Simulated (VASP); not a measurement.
All values below come from r2SCAN meta-GGA, VASP's PBE PAW potentials (set 64) (plane waves; VASP).

VASP input:

File KPOINTS:
```
Automatic mesh
0
Gamma
17 17 17
0 0 0
```

File KPOINTS_OPT:
```
k-points along high-symmetry lines
10
Line-mode
Reciprocal
  0.000000   0.000000   0.000000 ! GAMMA
  0.500000   0.000000   0.500000 ! X

  0.500000   0.000000   0.500000 ! X
  0.625000   0.250000   0.625000 ! U

  0.375000   0.375000   0.750000 ! K
  0.000000   0.000000   0.000000 ! GAMMA

  0.000000   0.000000   0.000000 ! GAMMA
  0.500000   0.500000   0.500000 ! L

  0.500000   0.500000   0.500000 ! L
  0.500000   0.250000   0.750000 ! W

  0.500000   0.250000   0.750000 ! W
  0.500000   0.000000   0.500000 ! X
```

### POSCAR
```
Ta
1
    0.0000000000     2.1046749774     2.1046749774
    2.1046749774    -0.0000000000     2.1046749774
    2.1046749774     2.1046749774     0.0000000000
Ta
1
Direct
  0.0000000000   0.0000000000   0.0000000000
```

**INCAR**
```
! general
SYSTEM  = Ta
PREC    = Accurate
ENCUT   = 400   ! plane-wave cut-off (eV)
LREAL   = .False.   ! projection in real space or not
LASPH   = .True.   ! aspherical one-centre terms

! electronic loop
EDIFF   = 1E-7   ! SCF stop (eV)
NELM    = 100   ! most electronic steps
ALGO    = Normal   ! blocked Davidson
LMAXMIX = 6   ! l cut-off of mixed one-centre charges
LMIXTAU = .True.

! smearing
ISMEAR  = -5

! functional
METAGGA = R2SCAN

! ions
ISIF    = 2

! output
LWAVE   = .False.
LCHARG  = .False.
LORBIT  = 11
NEDOS   = 601   ! DOS grid
```

POTCAR, in this order: Ta_pv (PBE.64 set). Program: vasp_std.

Unless said otherwise, spin-orbit coupling is left out, though it shifts the bands of the heavy elements here.

**Question.** What does the run give for the energy per atom (σ→0), band gap (over mesh and band path)?

**Answer.** 
The energy per atom (σ→0) comes out as -48.342 eV/atom. The band gap (over mesh and band path) comes out as none (metal, semimetal or under 0.01 eV).

**OSZICAR**
```
...
DAV:  17    -0.483415227251E+02   -0.98890E-06   -0.46572E-07  3172   0.855E-03    0.313E-03
DAV:  18    -0.483415221497E+02    0.57538E-06   -0.32498E-08  1512   0.238E-03    0.255E-03
DAV:  19    -0.483415218837E+02    0.26594E-06   -0.26258E-07  2918   0.574E-03    0.380E-04
DAV:  20    -0.483415213258E+02    0.55794E-06   -0.66005E-09  1491   0.921E-04    0.174E-04
DAV:  21    -0.483415216302E+02   -0.30444E-06   -0.86000E-10  1491   0.355E-04    0.116E-04
DAV:  22    -0.483415215414E+02    0.88812E-07   -0.47061E-10  1490   0.239E-04
   1 F= -.48341522E+02 E0= -.48341522E+02  d E =0.000000E+00
       N       E                     dE             ncg
```

The structure comes from a computed database's Ta entry (Fm-3m); how it stands against other phases isn't given here. It was relaxed first.
